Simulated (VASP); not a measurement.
Data:

```
CELL_PARAMETERS angstrom
      4.86944     0.00000     0.00000
      0.00000     4.86944     0.00000
      0.00000     0.00000     3.25998
ATOMIC_POSITIONS crystal
  Zr 0.00000 0.00000 0.00000
  Zr 0.50000 0.50000 0.50000
  O  0.69438 0.30562 0.00000
  O  0.30562 0.69438 0.00000
  O  0.19438 0.19438 0.50000
  O  0.80562 0.80562 0.50000
```

Level of theory: r2SCAN meta-GGA, VASP's PBE PAW potentials (set 64) (plane waves; VASP 6.6.1). Numerical set-up: 520 eV cut-off, 5×5×8 Γ-centred mesh, tetrahedra with Blöchl corrections, potentials Zr_sv O.

Task: Give the energies of bands 14 to 27 at the high-symmetry points, in eV from the valence-band maximum.

Result: 
```csv
band,Γ,X,M,Z,R,A
14,-4.88,-3.94,-4.93,-3.78,-4.34,-3.80
15,-4.20,-3.49,-3.66,-3.03,-3.46,-3.44
16,-3.58,-3.49,-3.66,-3.03,-3.46,-3.44
17,-3.58,-2.77,-2.24,-2.83,-2.16,-3.10
18,-1.69,-2.77,-2.24,-2.83,-2.16,-3.10
19,-1.69,-2.66,-1.71,-2.06,-1.63,-1.96
20,-1.53,-2.66,-1.71,-2.06,-1.63,-1.96
21,-0.79,-1.43,-1.11,-1.98,-1.62,-1.09
22,-0.56,-1.43,-1.11,-1.98,-1.62,-1.09
23,-0.56,-0.65,-0.82,-0.86,-0.94,-0.50
24,0.00,-0.65,-0.82,-0.86,-0.94,-0.50
25,4.10,4.71,4.15,5.35,4.11,4.90
26,4.29,4.71,4.15,5.35,4.11,4.90
27,4.91,5.80,5.26,5.71,5.90,5.70
```

The gap is direct, 4.10 eV, from the valence maximum at Γ to the conduction minimum at Γ.

The structure comes from a computed database's ZrO2 entry (P4_2/mnm); how it stands against other phases isn't given here. It was relaxed first.
